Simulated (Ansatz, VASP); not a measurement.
# Ga3CuAs3Cl: VASP beside Ansatz

One calculation is typed for both programs; each brings its own data sets. How far apart do they land? The cell is generated by rule, not measured, and may not be a known phase. The cell is taken from a series of runs on this material, whose earlier steps may have relaxed, scaled, displaced or heated it; both programs get it as it stands.

Main program and level: Ansatz 0.2.0; plane waves, with VASP 6.6.1 beside it; PBEsol.

## 1. Set-up

It takes space group Pmm2 (No. 25, orthorhombic). Conventional cell: a = 3.953 Å, b = 3.953 Å, c = 11.180 Å, α = 90.00°, β = 90.00°, γ = 90.00°. As has 4 Ga at 2.42 Å nearest. Nearest to As lie 4 Ga at 2.42 Å. Nearest to As lie 2 Ga at 2.42 Å and 2 Cu at 2.42 Å. Cl has 2 Cu at 2.42 Å and 2 Ga at 2.42 Å nearest. Nearest to Cu lie 2 Cl at 2.42 Å and 2 As at 2.42 Å. Ga has 2 As at 2.42 Å and 2 Cl at 2.42 Å nearest. Farther neighbours and most contacts between anions are not listed.

Coordinates:

```cif
data_structure
_symmetry_space_group_name_H-M 'P 1'
_symmetry_Int_Tables_number 1
_cell_length_a 3.9527
_cell_length_b 3.9527
_cell_length_c 11.1800
_cell_angle_alpha 90.000
_cell_angle_beta 90.000
_cell_angle_gamma 90.000
_cell_volume 174.68
loop_
_atom_site_label
_atom_site_type_symbol
_atom_site_fract_x
_atom_site_fract_y
_atom_site_fract_z
_atom_site_occupancy
As1 As 0.50000 0.00000 0.12500 1
As2 As 0.00000 0.50000 0.37500 1
As3 As 0.50000 0.00000 0.62500 1
Cl4 Cl 0.00000 0.50000 0.87500 1
Cu5 Cu 0.50000 0.50000 0.75000 1
Ga6 Ga 0.00000 0.00000 0.00000 1
Ga7 Ga 0.50000 0.50000 0.25000 1
Ga8 Ga 0.00000 0.00000 0.50000 1
```

## 2. VASP: single point, PBEsol, pair 1

With cell and atoms fixed, the geometry can't cause a difference; cores, projectors, grids and the points listed under the comparison can.

Lines of VASP's logs that name or quote its potential files are left out, and so is its time.

INCAR reads:

```
SYSTEM = Ga3CuAs3Cl
PREC = Accurate
ENCUT = 600
EDIFF = 1E-06
NELM = 120
ISMEAR = 0
SIGMA = 0.1
LREAL = .FALSE.
ALGO = Normal
GGA = PS
NBANDS = 44
LASPH = .TRUE.
LORBIT = 11
LWAVE = .FALSE.
LCHARG = .FALSE.
ISIF = 2
GGA_COMPAT = .FALSE.
KPAR = 2
```

POSCAR reads:

```
Ga3CuAs3Cl
1.0
    2.7950000000      2.7950000000      0.0000000000
   -2.7950000000      2.7950000000      0.0000000000
    0.0000000000      0.0000000000     11.1800000000
As Cl Cu Ga
3 1 1 3
Direct
    0.5000000000      0.0000000000      0.1250000000
    0.0000000000      0.5000000000      0.3750000000
    0.5000000000      0.0000000000      0.6250000000
    0.0000000000      0.5000000000      0.8750000000
    0.5000000000      0.5000000000      0.7500000000
    0.0000000000      0.0000000000      0.0000000000
    0.5000000000      0.5000000000      0.2500000000
    0.0000000000      0.0000000000      0.5000000000
```

KPOINTS reads:

```
Automatic mesh
0
Gamma
4 4 2
0 0 0
```

Potentials, in the order of the species: As, Cl, Cu and Ga_d (PBE family, release 64).

On the command line:

```console
$ mpirun -np 2 vasp_std
```

Numbers of over 12 decimals in the logs are rounded to 6 here.

The program printed:

```text
[banner, memory and clock lines left out]
running    2 mpi-ranks, on    1 nodes
 distrk:  each k-point on    1 cores,    2 groups
 distr:  one band on    1 cores,    1 groups

 POSCAR found type information on POSCAR AsClCuGa
 POSCAR found :  4 types and       8 ions
|                                                                             |
|               ----> ADVICE to this user running VASP <----                  |
|                                                                             |
|     You enforced a specific xc type in the INCAR file but a different       |
|     [... a line on the potential file left out ...]
|     I HOPE YOU KNOW WHAT YOU ARE DOING!                                     |
|                                                                             |

 LDA part: xc-table for (Slater+PW92), standard interpolation
 POSCAR, INCAR and KPOINTS ok, starting setup
 FFT: planning ... GRIDC
 FFT: planning ... GRID_SOFT
 FFT: planning ... GRID
 WAVECAR not read
 entering main loop
       N       E                     dE             d eps       ncg     rms          rms(c)
DAV:   1     0.710192962735E+03    0.71019E+03   -0.34910E+04  1688   0.249E+03
DAV:   2     0.980313125049E+02   -0.61216E+03   -0.59413E+03  1616   0.623E+02
DAV:   3    -0.241050005998E+02   -0.12214E+03   -0.11805E+03  1912   0.210E+02
DAV:   4    -0.347156699552E+02   -0.10611E+02   -0.10454E+02  2200   0.587E+01
DAV:   5    -0.350577020905E+02   -0.34203E+00   -0.33959E+00  2216   0.104E+01    0.134E+01
DAV:   6    -0.351335467138E+02   -0.75845E-01   -0.46883E+01  2092   0.757E+01    0.102E+01
DAV:   7    -0.328935186387E+02    0.22400E+01   -0.99135E+00  2040   0.648E+01    0.611E+00
DAV:   8    -0.331801703983E+02   -0.28665E+00   -0.46099E+00  2344   0.243E+01    0.473E+00
DAV:   9    -0.330281679735E+02    0.15200E+00   -0.30536E+00  2164   0.240E+01    0.185E+00
DAV:  10    -0.329897389133E+02    0.38429E-01   -0.23095E-01  2148   0.716E+00    0.859E-01
DAV:  11    -0.329783569728E+02    0.11382E-01   -0.64943E-02  2392   0.372E+00    0.251E-01
DAV:  12    -0.329790363583E+02   -0.67939E-03   -0.10785E-02  1972   0.417E-01    0.139E-01
DAV:  13    -0.329790396773E+02   -0.33189E-05   -0.45836E-03  2216   0.118E+00    0.101E-01
DAV:  14    -0.329788868877E+02    0.15279E-03   -0.12327E-03  2200   0.552E-01    0.232E-02
DAV:  15    -0.329788920537E+02   -0.51661E-05   -0.10500E-04  2180   0.562E-02    0.985E-03
DAV:  16    -0.329788918136E+02    0.24011E-06   -0.80639E-06  1748   0.385E-02
   1 F= -.32978892E+02 E0= -.32975601E+02  d E =-.658101E-02
```

OUTCAR, selected parts (step 2):

```text
ion  position               nearest neighbor table
   1  0.500  0.000  0.125-   6 2.42   7 2.42   7 2.42   6 2.42
   2  0.000  0.500  0.375-   7 2.42   8 2.42   8 2.42   7 2.42
   3  0.500  0.000  0.625-   5 2.42   8 2.42   5 2.42   8 2.42
   4  0.000  0.500  0.875-   5 2.42   6 2.42   6 2.42   5 2.42
   5  0.500  0.500  0.750-   3 2.42   4 2.42   3 2.42   4 2.42
   6  0.000  0.000  0.000-   1 2.42   4 2.42   4 2.42   1 2.42
   7  0.500  0.500  0.250-   1 2.42   2 2.42   1 2.42   2 2.42
   8  0.000  0.000  0.500-   2 2.42   3 2.42   2 2.42   3 2.42

  LATTYP: Found a simple tetragonal cell.
 ALAT       =     3.9527269068
 C/A-ratio  =     2.8284271247

 Subroutine GETGRP returns: Found  4 space group operations
 (whereof  4 operations were pure point group operations)

The static configuration has the point symmetry C_2v.

 Found     18 irreducible k-points:

   k-points           NKPTS =     18   k-points in BZ     NKDIM =     18   number of bands    NBANDS=     44

   dimension x,y,z NGX =    32 NGY =   32 NGZ =   90
   dimension x,y,z NGXF=    64 NGYF=   64 NGZF=  180

   ENCUT  =  600.0 eV  44.10 Ry    6.64 a.u.   7.89  7.89 22.33*2*pi/ulx,y,z

   NELECT =      72.0000    total number of electrons

 k-points in reciprocal lattice and weights: Automatic mesh
   0.00000000  0.00000000  0.00000000       0.031
   0.25000000  0.00000000  0.00000000       0.062
   0.00000000  0.25000000  0.00000000       0.062
   0.50000000  0.00000000  0.00000000       0.031
   0.00000000  0.50000000  0.00000000       0.031
   0.25000000  0.25000000  0.00000000       0.125
   0.50000000  0.25000000  0.00000000       0.062
  -0.25000000  0.50000000  0.00000000       0.062
   0.50000000  0.50000000  0.00000000       0.031
[...]
-0.25000000  0.50000000  0.50000000       0.062
   0.50000000  0.50000000  0.50000000       0.031

 average (electrostatic) potential at core
       1 -50.5667       2 -50.0080       3 -49.5699       4 -93.9949       5 -66.2735
       6 -66.8733       7 -66.3080       8 -65.7194

 E-fermi :   4.7207

 k-point     1 :       0.0000    0.0000    0.0000
  band No.  band energies     occupation
    ...
     32       2.5167      2.00000
     33       2.7261      2.00000
     34       3.3714      2.00000
     35       3.9114      2.00000
     36       3.9134      2.00000
     37       4.9247      0.00392
     38       5.2506      0.00000
     39       5.3733      0.00000
     40       6.1787      0.00000
     41       6.4284      0.00000
    ...

 k-point     2 :       0.2500    0.0000    0.0000
  band No.  band energies     occupation
    ...
     32       2.1991      2.00000
     33       2.6111      2.00000
     34       2.8765      2.00000
     35       3.1754      2.00000
     36       4.4983      1.99834
     37       4.9673      0.00049
     38       5.7254      0.00000
     39       6.2179      0.00000
     40       7.1992      0.00000
     41       7.6222      0.00000
    ...

 k-point     3 :       0.0000    0.2500    0.0000
  band No.  band energies     occupation
    ...
     32       2.5078      2.00000
     33       2.6376      2.00000
     34       2.8003      2.00000
     35       3.3303      2.00000
     36       3.8062      2.00000
     37       5.1887      0.00000
     38       5.5821      0.00000
     39       6.3338      0.00000
     40       6.4275      0.00000
     41       7.3846      0.00000
    ...

  Total        2.2451794      2.2451794      0.9808356      0.2865038      0.0000000      0.0000000
  in kB       20.5933123     20.5933123      8.9964542      2.6278798      0.0000000      0.0000000
  external PRESSURE =      16.7276929 kB  Pullay stress =       0.0000000 kB

  energy-cutoff  :      600.00
  volume of cell :      174.68
      direct lattice vectors                 reciprocal lattice vectors
     2.795000000  2.795000000  0.000000000     0.178890877  0.178890877  0.000000000
    -2.795000000  2.795000000  0.000000000    -0.178890877  0.178890877  0.000000000
     0.000000000  0.000000000 11.180000000     0.000000000  0.000000000  0.089445438

 POSITION                                       TOTAL-FORCE (eV/Angst)
 -----------------------------------------------------------------------------------
      1.39750      1.39750      1.39750        -0.000000     -0.000000     -0.528249
     -1.39750      1.39750      4.19250        -0.000000     -0.000000     -0.369534
      1.39750      1.39750      6.98750        -0.000000     -0.000000      0.769657
     -1.39750      1.39750      9.78250        -0.000000     -0.000000      0.056273
      0.00000      2.79500      8.38500        -0.000000     -0.000000     -0.907343
      0.00000      0.00000      0.00000        -0.000000     -0.000000      0.012288
      0.00000      2.79500      2.79500         0.000000      0.000000      0.474673
      0.00000      0.00000      5.59000        -0.000000     -0.000000      0.492236
 -----------------------------------------------------------------------------------
    total drift:                                0.000000      0.000000      0.000596

  FREE ENERGIE OF THE ION-ELECTRON SYSTEM (eV)
  ---------------------------------------------------
  free  energy   TOTEN  =       -32.9788918136 eV

  energy  without entropy=      -32.9723108077  energy(sigma->0) =      -32.97560131

 total charge
# of ion       s       p       d       tot
------------------------------------------
    1        1.220   1.607   0.034   2.861
    2        1.217   1.604   0.035   2.856
    3        1.216   1.535   0.036   2.787
    4        1.611   3.425   0.000   5.035
    5        0.388   0.268   9.261   9.918
    6        0.958   0.657  10.002  11.616
    7        0.892   0.832  10.001  11.726
    8        0.887   0.835  10.000  11.722
--------------------------------------------------
tot          8.390  10.763  39.370  58.522

[... 3 further parts left out ...]
```

The k-mesh is coarse for a metal.

The run ends at a pressure of 1.67 GPa, with forces up to 0.91 eV/Å.

## 3. Ansatz: single point, PBEsol, pair 1

Ansatz runs on its default PAW (the set named soft_2) files.

The same cell, functional, mesh and smearing now go to Ansatz, which takes its cutoff from its data sets.

input.yaml reads:

```yaml
crystal:
  lattice:
    - [2.795, 2.795, 0.0]
    - [-2.795, 2.795, 0.0]
    - [0.0, 0.0, 11.18]
  atoms:
    - { symbol: As, position: [0.5, 0.0, 0.125] }
    - { symbol: As, position: [0.0, 0.5, 0.375] }
    - { symbol: As, position: [0.5, 0.0, 0.625] }
    - { symbol: Cl, position: [0.0, 0.5, 0.875] }
    - { symbol: Cu, position: [0.5, 0.5, 0.75] }
    - { symbol: Ga, position: [0.0, 0.0, 0.0] }
    - { symbol: Ga, position: [0.5, 0.5, 0.25] }
    - { symbol: Ga, position: [0.0, 0.0, 0.5] }
kpoints:
  mp_grid: { grid: [4, 4, 2] }
hamiltonian:
  xc: pbesol
scf:
  occupations: { method: gaussian, width: 0.1 }
output:
  forces: true
  stress: true
  eigenvalues: true
```

On the command line:

```console
$ ansatz run input.yaml --threads 8 --pin off --max-ram 14336MiB --backend cpu --events-out ev --progress --plain --runs-dir out
```

The program printed:

```text
Engine: ansatz 0.2.0, aarch64-unknown-linux-gnu
Pseudopotentials: kind: paw
Pseudopotential: As, paw, valence charge 15, recommended cutoff 420 eV (normal), As.paw.azcp
Pseudopotential: Cl, paw, valence charge 7, recommended cutoff 420 eV (normal), Cl.paw.azcp
Pseudopotential: Cu, paw, valence charge 19, recommended cutoff 420 eV (normal), Cu.paw.azcp
Pseudopotential: Ga, paw, valence charge 13, recommended cutoff 420 eV (normal), Ga.paw.azcp
Functional definition: PBEsol
  exchange = pbesol_x
  correlation = pbesol_c
Crystal: 8 atoms, lattice volume = 174.677 Å³
Basis set: ecut = 420 eV, 3413 PW (Γ), exchange–correlation on 54×54×150 points (8 copies of the dense FFT grid, shifted against one another)
Bands: 66, of which v1, the nominal top of the filled ones, is band 55 counted from 1 (54 counted from 0)
Symmetry: 4 space group operations
Space group: Pmm2 (ITA 25), of the structure as read, at distance tolerance 5.6e-5 Å
k-points: 18 of 32
Non-local potential: As, projectors of the file, l = 0: 2, l = 1: 2, l = 2: 3, l = 3: 1
Non-local potential: Cl, projectors of the file, l = 0: 2, l = 1: 2, l = 2: 2
Non-local potential: Cu, projectors of the file, l = 0: 3, l = 1: 2, l = 2: 3, l = 3: 1
Non-local potential: Ga, projectors of the file, l = 0: 2, l = 1: 2, l = 2: 3, l = 3: 1
PAW form: soft (Blöchl's): semilocal exchange-correlation on the pseudo side does not see the compensation charge
PAW frozen core: As, regenerated for the run's functional, and the local potential with it (the file was generated under x = pbe(κ = 0.804, μ = 0.219515), c = pbe(β = 0.066725))
PAW frozen core: Cl, regenerated for the run's functional, and the local potential with it (the file was generated under x = pbe(κ = 0.804, μ = 0.219515), c = pbe(β = 0.066725))
PAW frozen core: Cu, regenerated for the run's functional, and the local potential with it (the file was generated under x = pbe(κ = 0.804, μ = 0.219515), c = pbe(β = 0.066725))
PAW frozen core: Ga, regenerated for the run's functional, and the local potential with it (the file was generated under x = pbe(κ = 0.804, μ = 0.219515), c = pbe(β = 0.066725))
PAW one-centre angular grid: As, 590 points (default); XC on 64 Gauss nodes
PAW one-centre angular grid: Cl, 110 points (default); XC on 64 Gauss nodes
PAW one-centre angular grid: Cu, 590 points (default); XC on 64 Gauss nodes
PAW one-centre angular grid: Ga, 590 points (default); XC on 64 Gauss nodes
Initial density: superposition of atomic densities (neutral atoms: chi_scale 0, normalization atom), corrected by the library's trained network
Initial wavefunctions: pseudopotential atomic-orbital guess
Functional: x = pbesol(κ = 0.804, μ = 0.123457), c = pbesol(β = 0.046)
SCF iter   1: F=—  HF=-33319.564485 eV  |F-HF|=—  |Δ(HF+E_count)|=         —  Δρ=7.51e-3  dr2=9.53e-2  ethr=1.77e-3  ⟨swp⟩=5.8  Hψ=3948  notcnv=0  defer=8
preconditioner: auto → LDOS  [insulator: Δε(μ)=0.293 eV  Ē_g=13.026 eV  σ=0.100 eV  W_gap=0.67  n_scr=56 (ndim 8)  ℏωp=23.8 eV  f_vac=0.087  D(μ)=1.25/eV (n_scr^D=4)  ε∞_Penn≈4.3  β→1.0]
SCF iter   2: F=—  HF=-33319.650250 eV  |F-HF|=—  |Δ(HF+E_count)|=   8.58e-2  Δρ=2.04e-2  dr2=4.85e-1  ethr=8.66e-5  ⟨swp⟩=2.0  Hψ=2477  notcnv=0  defer=79
SCF iter   3: F=—  HF=-33319.551990 eV  |F-HF|=—  |Δ(HF+E_count)|=   9.83e-2  Δρ=5.35e-3  dr2=3.47e-2  ethr=8.66e-5  ⟨swp⟩=2.0  Hψ=2347  notcnv=0  defer=60
SCF iter   4: F=—  HF=-33319.544486 eV  |F-HF|=—  |Δ(HF+E_count)|=   7.50e-3  Δρ=5.53e-4  dr2=6.12e-4  ethr=3.16e-5  ⟨swp⟩=2.0  Hψ=2065  notcnv=0  defer=6
automatic band count: iteration 4 solves 65 bands in place of 66: the levels show a gap, and the empty bands left out lie too high to hold charge; the band table lists the bands solved (type scf.n_extra_bands for more)
SCF iter   5: F=—  HF=-33319.544308 eV  |F-HF|=—  |Δ(HF+E_count)|=   1.78e-4  Δρ=1.92e-4  dr2=1.07e-4  ethr=5.56e-7  ⟨swp⟩=2.0  Hψ=2025  notcnv=0  defer=3
automatic band count: iteration 5 solves 64 bands in place of 65: the levels show a gap, and the empty bands left out lie too high to hold charge; the band table lists the bands solved (type scf.n_extra_bands for more)
SCF iter   6: F=—  HF=-33319.544278 eV  |F-HF|=—  |Δ(HF+E_count)|=   3.01e-5  Δρ=8.52e-5  dr2=9.67e-6  ethr=9.76e-8  ⟨swp⟩=2.0  Hψ=1735  notcnv=0  defer=3
SCF iter   7: F=—  HF=-33319.544273 eV  |F-HF|=—  |Δ(HF+E_count)|=   4.66e-6  Δρ=2.43e-5  dr2=8.47e-7  ethr=8.79e-9  ⟨swp⟩=2.0  Hψ=2027  notcnv=0  defer=3
SCF iter   8: F=—  HF=-33319.544274 eV  |F-HF|=—  |Δ(HF+E_count)|=   6.43e-8  Δρ=1.28e-5  dr2=2.83e-7  ethr=7.70e-10  ⟨swp⟩=2.0  Hψ=1785  notcnv=0  defer=3
SCF iter   9: F=-33319.544273 eV  HF=-33319.544273 eV  |F-HF|=6.30e-9  |Δ(HF+E_count)|=   4.84e-8  Δρ=2.76e-6  dr2=8.54e-9  ethr=9.09e-11  ⟨swp⟩=8.2  Hψ=4611  notcnv=0
SCF 1 converged in 9 iterations: F = -33319.544273 eV  dr2 = 8.54e-9
  greatest PAW one-centre occupation: 1.000 electrons in one spin orbital (limit 2), on the Cu atom at site 4 (counted from 0), in its partial waves of l = 0
SCF converged after 9 iterations
Free energy (F): -33319.544273 eV
Harris-Foulkes:  -33319.544273 eV  (|F-HF|=6.30e-9)
Internal energy: -33319.537808 eV  (E = F + TS)
E sigma→0 (E₀):  -33319.541041 eV
Entropy (-TS):   -0.006465 eV (-0.808 meV/atom)
Fermi energy:    8.804002 eV
--- Per-component energies (eV) ---
  E_band       = -1472.294104
  E_kinetic    = 1119.772242
  E_local      = -17922.578067  (includes V_loc(G=0)·N_el)
  E_nonlocal   = -297.627147
  E_hartree    = 8637.508229
  E_xc         = -635.344741
  E_vxc        = -647.071370  (∫ρ·V_xc dr)
  E_paw        = -13502.290443  (= ΣΔE_a)
  E_vpaw       = -999.802595  (= ΣTr[D̂ρ^β])
  E_aug_tail   = 0.000026  (compensation charges beyond the density's cutoff)
  E_ewald      = -10724.750760
  E_core_change = 5.772854  (= ΣΔE_core)
  E_smearing   = -0.006465  (= −TS)
  E_closure    = -0.000000  (closes the sum)
  Σ components = -33319.544273   (vs F -33319.544273, Δ=0.00e0)
--- Forces (eV/Å), atoms counted from 1 ---
  atom   1  As    -0.00000000     0.00000000    -0.52816995
  atom   2  As     0.00000000    -0.00000000    -0.36980327
  atom   3  As     0.00000000     0.00000000     0.78092389
  atom   4  Cl    -0.00000000     0.00000000     0.04222584
  atom   5  Cu     0.00000000    -0.00000000    -0.90444252
  atom   6  Ga    -0.00000000     0.00000000     0.01597398
  atom   7  Ga    -0.00000000    -0.00000000     0.47441553
  atom   8  Ga    -0.00000000    -0.00000000     0.48885197
  max |Σ_I F_I| component: 2.45e-5 eV/Å
--- Stress (GPa, compression-positive) ---
        1.862464       0.251748      -0.000000
        0.251748       1.862464      -0.000000
       -0.000000      -0.000000       0.699992
  P = ⅓ Tr σ = 1.4750 GPa (14.750 kbar)
--- Band table (eV; the first three rows and the last of 18) ---
  k-point 0: bands = [... 51 lower, 6.8149, 7.4566, 7.9975, 8.0010, 9.0072, 9.3379, 9.4650, 10.2641, ... 5 higher]
  k-point 1: bands = [... 51 lower, 6.8936, 6.9959, 7.8015, 8.8581, 8.8805, 9.2045, 9.5568, 10.1712, ... 5 higher]
  k-point 2: bands = [... 51 lower, 6.7266, 6.8935, 7.4171, 7.8934, 9.2708, 9.6705, 10.4146, 10.5153, ... 5 higher]
  k-point 17: bands = [... 51 lower, 6.2018, 6.3579, 6.3889, 6.5396, 9.3067, 9.4363, 10.5384, 10.6567, ... 5 higher]
```

The run ends at a pressure of 1.47 GPa, with forces up to 0.90 eV/Å.

## 4. Comparison

Known differences besides the potentials themselves: the data sets hold 110 valence electrons in Ansatz (on its default PAW (the set named soft_2) files) and 72 in VASP; the cutoff is 420 eV in Ansatz and 600 eV in VASP; Ansatz makes its cores anew for this functional, VASP keeps those of its PBE data sets. Total energies have different zeros and are not compared.

Both answers:

| quantity | Ansatz | VASP | difference |
| --- | --- | --- | --- |
| pressure (GPa) | 1.47 | 1.67 | -0.20 |

Forces (eV/Å; atoms numbered as in POSCAR):

| atom | Ansatz x, y, z | VASP x, y, z |
| --- | --- | --- |
| As1 | 0.000, 0.000, -0.528 | 0.000, 0.000, -0.528 |
| As2 | 0.000, 0.000, -0.370 | 0.000, 0.000, -0.370 |
| As3 | 0.000, 0.000, 0.781 | 0.000, 0.000, 0.770 |
| Cl4 | 0.000, 0.000, 0.042 | 0.000, 0.000, 0.056 |
| Cu5 | 0.000, 0.000, -0.904 | 0.000, 0.000, -0.907 |
| Ga6 | 0.000, 0.000, 0.016 | 0.000, 0.000, 0.012 |
| Ga7 | 0.000, 0.000, 0.474 | 0.000, 0.000, 0.475 |
| Ga8 | 0.000, 0.000, 0.489 | 0.000, 0.000, 0.492 |

The forces differ by 3.9 meV/Å r.m.s., which is 1.2 % of the r.m.s. force of 0.310 eV/Å (both taken over all components).

(Part 1 of 2 ends here.)

[Lines on the potential files, build, host, timing and source positions are cut from VASP's logs without a mark.]

[Logs are printed without paths, hosts, clocks, repeated set-up lines and the standing remarks that a program may print on its own settings, such as how far it seeks lower states.]

[Hosts, paths, dates, database ids (printed as entryN), source tags and the programs' standing remarks are cut or masked in the printed files.]
